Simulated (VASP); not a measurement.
Given:

```
BN
1.0
    2.52081     0.00000     0.00000
   -1.26041     2.18309     0.00000
    0.00000     0.00000     4.16990
B N
2 2
Cartesian
  0.00000   1.45539   0.00137
  1.26041   0.72770   2.08632
  0.00000   1.45539   1.56234
  1.26041   0.72770   3.64729
```

The numbers are results of PBEsol GGA, VASP's PBE PAW potentials (set 64) (plane waves; VASP 6.6.1), not measurements. Settings: 620 eV cut-off, 10×10×5 Γ-centred mesh, Gaussian smearing of 0.050 eV, potentials B N.

Question: Estimate the energy per atom (σ→0), pressure.

Answer: 
```
Item                            Value
---------------------  --------------
energy per atom (σ→0)  -9.154 eV/atom
pressure                   100.0 kbar
```

Total energies compare only between runs with the same potentials, cut-off and functional.

The structure was generated: BN was put into the wurtzite type (P6_3mc), which need not be its known phase. It was relaxed first under an external pressure of 10 GPa.
